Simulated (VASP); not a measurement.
These are SCAN meta-GGA, VASP's PBE PAW potentials (set 64) (plane waves; VASP) values and carry that method's errors.

Input for VASP

INCAR:
```
# general
SYSTEM =WSe2
PREC   =Accurate
ENCUT  =520
LREAL  =F
LASPH  =T

# electronic loop
EDIFF  =1E-7
NELM   =100
ALGO   =Normal
LMAXMIX=6
LMIXTAU=T

# smearing
ISMEAR =-5

# functional
METAGGA=SCAN

# ions
ISIF   =2

# output
LWAVE  =F
LCHARG =F
LORBIT =11
NEDOS  =601

# other
LEFG   =T
```

**KPOINTS_OPT**
```
k-points along high-symmetry lines
6
Line-mode
Reciprocal
  0.000000   0.000000   0.000000 ! GAMMA
  0.000000   0.500000   0.000000 ! M

  0.000000   0.500000   0.000000 ! M
 -0.333333   0.666667   0.000000 ! K

 -0.333333   0.666667   0.000000 ! K
  0.000000   0.000000   0.000000 ! GAMMA

  0.000000   0.000000   0.000000 ! GAMMA
  0.000000   0.000000   0.500000 ! A

  0.000000   0.000000   0.500000 ! A
  0.000000   0.500000   0.500000 ! L

  0.000000   0.500000   0.500000 ! L
 -0.333333   0.666667   0.500000 ! H

 -0.333333   0.666667   0.500000 ! H
  0.000000   0.000000   0.500000 ! A

  0.000000   0.500000   0.500000 ! L
  0.000000   0.500000   0.000000 ! M

 -0.333333   0.666667   0.500000 ! H
 -0.333333   0.666667   0.000000 ! K
```

File KPOINTS:
```
Regular mesh
0
gamma
9 9 2
0 0 0
```

File POSCAR:
```
WSe2
3.2936120
  0.4999999735  -0.8660252582   0.0000000000
  0.4999999735   0.8660252582   0.0000000000
  0.0000000000   0.0000000000   4.1211088311
W Se
2 4
Cartesian
  0.4999999735   0.2886756634   1.0302772078
  0.4999999735  -0.2886756634   3.0908316233
  0.4999999735   0.2886756634   3.5950980522
  0.4999999735  -0.2886756634   1.5345436367
  0.4999999735  -0.2886756634   0.5260107789
  0.4999999735   0.2886756634   2.5865651944
```

POTCAR, in this order: W_sv Se (PBE.64 set). Program: vasp_std.

Output

File OSZICAR:
```
       N       E                     dE             d eps       ncg     rms          rms(c)
DAV:   1     0.332040106548E+03    0.33204E+03   -0.29134E+04  1672   0.166E+03
DAV:   2    -0.203282429107E+03   -0.53532E+03   -0.52485E+03  1807   0.429E+02
DAV:   3    -0.235471888581E+03   -0.32189E+02   -0.31975E+02  1850   0.964E+01
DAV:   4    -0.236231404787E+03   -0.75952E+00   -0.75681E+00  1873   0.150E+01
DAV:   5    -0.236246543848E+03   -0.15139E-01   -0.15126E-01  1870   0.212E+00    0.340E+01
DAV:   6    -0.230555826847E+03    0.56907E+01   -0.10025E+01  1888   0.239E+01    0.103E+01
DAV:   7    -0.225441327941E+03    0.51145E+01   -0.28629E+00  1868   0.867E+00    0.415E+00
DAV:   8    -0.225536904744E+03   -0.95577E-01   -0.81412E-01  1910   0.780E+00    0.157E+00
DAV:   9    -0.223099134799E+03    0.24378E+01   -0.65875E-01  1615   0.710E+00    0.681E-01
DAV:  10    -0.223205215082E+03   -0.10608E+00   -0.36424E-01  1642   0.614E+00    0.356E-01
DAV:  11    -0.222721848162E+03    0.48337E+00   -0.50826E-01  1530   0.756E+00    0.321E-01
DAV:  12    -0.222612583139E+03    0.10927E+00   -0.62584E-02  1761   0.256E+00    0.290E-01
DAV:  13    -0.222598973734E+03    0.13609E-01   -0.21488E-03  1827   0.411E-01    0.289E-01
DAV:  14    -0.222575236925E+03    0.23737E-01   -0.44065E-03  1677   0.700E-01    0.284E-01
DAV:  15    -0.222545448014E+03    0.29789E-01   -0.71795E-02  1516   0.272E+00    0.337E-01
DAV:  16    -0.222590471812E+03   -0.45024E-01   -0.13414E-02  1558   0.107E+00    0.683E-01
DAV:  17    -0.222841419111E+03   -0.25095E+00   -0.31808E-01  1586   0.409E+00    0.169E+00
DAV:  18    -0.222850271565E+03   -0.88525E-02   -0.10892E-01  1586   0.301E+00    0.105E+00
DAV:  19    -0.222846511611E+03    0.37600E-02   -0.30871E-02  1614   0.118E+00    0.350E-01
DAV:  20    -0.222845762728E+03    0.74888E-03   -0.13029E-02  1572   0.848E-01    0.168E-01
DAV:  21    -0.222844468083E+03    0.12946E-02   -0.78502E-03  1544   0.649E-01    0.112E-01
DAV:  22    -0.222847988998E+03   -0.35209E-02   -0.61560E-03  1537   0.789E-01    0.716E-02
DAV:  23    -0.222847946457E+03    0.42541E-04   -0.56957E-04  1754   0.240E-01    0.514E-02
DAV:  24    -0.222848070435E+03   -0.12398E-03   -0.21875E-04  1628   0.158E-01    0.540E-02
DAV:  25    -0.222847997543E+03    0.72892E-04   -0.18125E-03  1523   0.409E-01    0.293E-02
DAV:  26    -0.222847858466E+03    0.13908E-03   -0.46802E-04  1572   0.198E-01    0.145E-02
DAV:  27    -0.222847892451E+03   -0.33986E-04   -0.70540E-05  1712   0.776E-02    0.138E-02
DAV:  28    -0.222847870928E+03    0.21523E-04   -0.92405E-05  1572   0.986E-02    0.930E-03
DAV:  29    -0.222847904409E+03   -0.33481E-04   -0.79577E-05  1558   0.895E-02    0.121E-02
DAV:  30    -0.222847894567E+03    0.98424E-05   -0.26836E-05  1579   0.464E-02    0.161E-02
DAV:  31    -0.222847892542E+03    0.20250E-05   -0.83435E-06  1677   0.235E-02    0.160E-02
DAV:  32    -0.222847890598E+03    0.19443E-05   -0.11674E-05  1642   0.264E-02    0.106E-02
DAV:  33    -0.222847889566E+03    0.10319E-05   -0.30316E-06  1747   0.160E-02    0.382E-03
DAV:  34    -0.222847886107E+03    0.34587E-05   -0.37175E-06  1614   0.176E-02    0.910E-04
DAV:  35    -0.222847886336E+03   -0.22937E-06   -0.10083E-06  1439   0.102E-02    0.149E-03
DAV:  36    -0.222847886838E+03   -0.50208E-06   -0.47019E-07  1408   0.528E-03    0.783E-04
DAV:  37    -0.222847887760E+03   -0.92185E-06   -0.12927E-07  1054   0.322E-03    0.538E-04
DAV:  38    -0.222847887616E+03    0.14450E-06   -0.38092E-08   870   0.180E-03    0.301E-04
DAV:  39    -0.222847887692E+03   -0.75835E-07   -0.50511E-09   849   0.661E-04
   1 F= -.22284789E+03 E0= -.22284789E+03  d E =0.000000E+00
       N       E                     dE             ncg
       N       E                     dE             ncg
       N       E                     dE             ncg
```

**OUTCAR**
```
------------------------ aborting loop because EDIFF is reached ----------------------------------------
  FORCE on cell =-STRESS in cart. coord.  units (eV):
  Direction    XX          YY          ZZ          XY          YZ          ZX
  --------------------------------------------------------------------------------------
  Total        0.0786798      0.0786797     -0.0514675      0.0000000      0.0000000      0.0000000
  in kB        0.9885797      0.9885795     -0.6466687      0.0000000      0.0000000      0.0000000
  external PRESSURE =       0.4434968 kB  Pullay stress =       0.0000000 kB
  volume of cell :      127.52
      direct lattice vectors                 reciprocal lattice vectors
     1.646805913 -2.852351183  0.000000000     0.303618050 -0.175293983  0.000000000
     1.646805913  2.852351183  0.000000000     0.303618050  0.175293983  0.000000000
     0.000000000  0.000000000 13.573333499     0.000000000  0.000000000  0.073673869
 POSITION                                       TOTAL-FORCE (eV/Angst)
 -----------------------------------------------------------------------------------
      1.64681      0.95079      3.39333        -0.000000      0.000000     -0.000000
      1.64681     -0.95079     10.18000         0.000000     -0.000000     -0.000000
      1.64681      0.95079     11.84086         0.000000     -0.000000     -0.003512
      1.64681     -0.95079      5.05419        -0.000000      0.000000     -0.003512
      1.64681     -0.95079      1.73248        -0.000000     -0.000000      0.003512
      1.64681      0.95079      8.51914        -0.000000     -0.000000      0.003512
 -----------------------------------------------------------------------------------
    total drift:                                0.000141      0.001075     -0.000035
  FREE ENERGIE OF THE ION-ELECTRON SYSTEM (eV)
  ---------------------------------------------------
  free  energy   TOTEN  =      -222.8478876916 eV

  energy  without entropy=     -222.8478876916  energy(sigma->0) =     -222.84788769

 total charge

# of ion       s       p       d       tot
------------------------------------------
    1        2.328   6.290   3.372  11.991
    2        2.328   6.290   3.372  11.991
    3        1.481   2.386   0.071   3.938
    4        1.481   2.386   0.071   3.938
    5        1.481   2.386   0.071   3.938
    6        1.481   2.386   0.071   3.938
--------------------------------------------------
tot         10.582  22.123   7.029  39.734

 Electric field gradients after diagonalization (V/A^2)
 (convention: |V_zz| > |V_xx| > |V_yy|)
----------------------------------------------------------------------
 ion       V_xx      V_yy      V_zz     asymmetry (V_yy - V_xx)/ V_zz
----------------------------------------------------------------------
   1      74.476    74.469  -148.945       0.000
   2      74.476    74.469  -148.945       0.000
   3      41.460    41.459   -82.918       0.000
   4      41.460    41.459   -82.918       0.000
   5      41.460    41.459   -82.918       0.000
   6      41.460    41.459   -82.918       0.000
```
(Selected blocks of OUTCAR.)

The compound is WSe2 in the 2H layered structure. It was relaxed first, which changed the volume by +6 %.
